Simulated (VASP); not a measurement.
The input files of a VASP run:

INCAR:
```
ALGO = Normal
EDIFF = 1E-6
EDIFFG = -0.02
ENCUT = 620
GGA = PS
IBRION = 2
ISIF = 3
ISMEAR = 0
LASPH = .TRUE.
LCHARG = .FALSE.
LMAXMIX = 4
LREAL = .FALSE.
LWAVE = .FALSE.
NELM = 100
NSW = 40
PREC = Accurate
PSTRESS = 100
SIGMA = 0.05
SYSTEM = ZnO
```

**POSCAR**
```
ZnO
1.0
  2.9277000342   0.0000000000   0.0000000000
 -1.4638500170   2.5354630742   0.0000000000
  0.0000000000   0.0000000000   5.0622089201
Zn O
2 2
Cartesian
  0.0000000000   0.0000000000   0.0000000000
  0.0000000000   0.0000000000   2.5311044600
 -0.0000014638   1.6903095613   1.2655522300
  1.4638514810   0.8451535129   3.7966566901
```

**KPOINTS**
```
Regular mesh
0
Gamma
  9 9 5
0 0 0
```

POTCAR, in this order: Zn O (PBE.64 set). Program: vasp_std.

**Question.** Write an equivalent input for Quantum ESPRESSO's pw.x.

**Answer.** One equivalent input (not run):
```
&CONTROL
  calculation = 'vc-relax'
  pseudo_dir = './pseudo'
  outdir = './out'
  tprnfor = .true.
  tstress = .true.
  nstep = 40
  forc_conv_thr = 0.00078
/
&SYSTEM
  ibrav = 0
  nat = 4
  ntyp = 2
  ecutwfc = 84
  occupations = 'smearing'
  smearing = 'gaussian'
  degauss = 0.003675
  input_dft = 'pbesol'
/
&ELECTRONS
  conv_thr = 7.3e-08
  electron_maxstep = 100
/
&IONS
/
&CELL
  press = 100
/
ATOMIC_SPECIES
  Zn 65.380 Zn.upf
  O 15.999 O.upf
CELL_PARAMETERS angstrom
     2.9277000    0.0000000    0.0000000
    -1.4638500    2.5354631    0.0000000
     0.0000000    0.0000000    5.0622089
ATOMIC_POSITIONS crystal
  Zn   0.0000000  0.0000000  0.0000000
  Zn   0.0000000  0.0000000  0.5000000
  O    0.3333330  0.6666670  0.2500000
  O    0.6666670  0.3333330  0.7500000
K_POINTS automatic
  9 9 5 0 0 0
```
The two are equivalent in intent, not identical: the potentials are each code's own (VASP's PAW set, PseudoDojo norm-conserving files in pw.x), so ENCUT and ecutwfc are chosen apart and not converted; conv_thr bounds pw.x's estimated SCF error, while EDIFF bounds the energy change between steps; forc_conv_thr acts on force components and is met together with etot_conv_thr.

The structure was generated: ZnO was put into the NiAs type type (P6_3/mmc), which need not be its known phase. It was relaxed first under an external pressure of 10 GPa.
